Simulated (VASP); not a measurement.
Here is the system:

```xyz
1
Lattice="-1.6347 1.6347 1.6347 1.6347 -1.6347 1.6347 1.6347 1.6347 -1.6347" Properties=species:S:1:pos:R:3 pbc="T T T"
Nb     0.0000     0.0000     0.0000
```

Level of theory: PBEsol GGA, VASP's PBE PAW potentials (set 64) (plane waves; VASP). Run with PREC = Normal, EDIFF = 1E-5, 400 eV cut-off, 17×17×17 Γ-centred mesh, first-order Methfessel-Paxton smearing of 0.10 eV, potentials Nb_sv.

Question: Predict the energy per atom (σ→0), pressure, band gap (on the k-mesh) with the smallest direct gap where there is one.

Answer: 
```json
{
  "band gap (on the k-mesh)": "none (metal, semimetal or under 0.01 eV)",
  "energy per atom (σ→0)": "-10.949 eV/atom",
  "pressure": "-10.0 kbar"
}
```

Total energies compare only between runs with the same potentials, cut-off and functional.

The compound is Nb in the bcc structure. It was relaxed first.
